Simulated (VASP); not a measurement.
Consider the following.

```yaml
crystal:
  lattice:
    - [4.51463, 0.00000, 0.00000]
    - [0.00000, 4.51463, 0.00000]
    - [0.00000, 0.00000, 4.51463]
  atoms:
    - { symbol: Pd, position: [0.00000, 0.00000, 0.00000] }
    - { symbol: Sn, position: [0.00000, 0.50000, 0.50000] }
    - { symbol: Sn, position: [0.50000, 0.00000, 0.50000] }
    - { symbol: Sn, position: [0.50000, 0.50000, 0.00000] }
```

All values below come from r2SCAN meta-GGA with spin-orbit coupling, VASP's PBE PAW potentials (set 64) (plane waves; VASP). Run with 400 eV cut-off, 6×6×6 Γ-centred mesh, Gaussian smearing of 0.050 eV, potentials Pd Sn_d.

**Question.** Give the energies of bands 45 to 58 at the high-symmetry points, in eV from the Fermi level.

**Answer.** 
```json
[
 {"band": "45", "Γ": "-2.50", "X": "-2.24", "M": "-1.99", "R": "-2.23"},
 {"band": "46", "Γ": "-2.50", "X": "-2.24", "M": "-1.99", "R": "-2.23"},
 {"band": "47", "Γ": "-2.20", "X": "-0.34", "M": "-1.89", "R": "-2.23"},
 {"band": "48", "Γ": "-2.20", "X": "-0.34", "M": "-1.89", "R": "-2.23"},
 {"band": "49", "Γ": "-1.32", "X": "-0.33", "M": "0.18", "R": "-1.56"},
 {"band": "50", "Γ": "-1.32", "X": "-0.33", "M": "0.18", "R": "-1.56"},
 {"band": "51", "Γ": "-1.32", "X": "-0.22", "M": "0.20", "R": "-1.56"},
 {"band": "52", "Γ": "-1.32", "X": "-0.22", "M": "0.20", "R": "-1.56"},
 {"band": "53", "Γ": "0.81", "X": "0.01", "M": "1.33", "R": "-1.37"},
 {"band": "54", "Γ": "0.81", "X": "0.01", "M": "1.33", "R": "-1.37"},
 {"band": "55", "Γ": "2.96", "X": "0.58", "M": "1.49", "R": "-0.46"},
 {"band": "56", "Γ": "2.96", "X": "0.58", "M": "1.49", "R": "-0.46"},
 {"band": "57", "Γ": "2.96", "X": "1.10", "M": "2.09", "R": "7.44"},
 {"band": "58", "Γ": "2.96", "X": "1.10", "M": "2.09", "R": "7.44"}
]
```

It has no gap at this level: it comes out as a metal or semimetal.

The structure comes from a measured Sn3Pd entry (Pm-3m) of the Crystallography Open Database, whose conditions weren't checked. It was relaxed first, which changed the volume by +46 %.
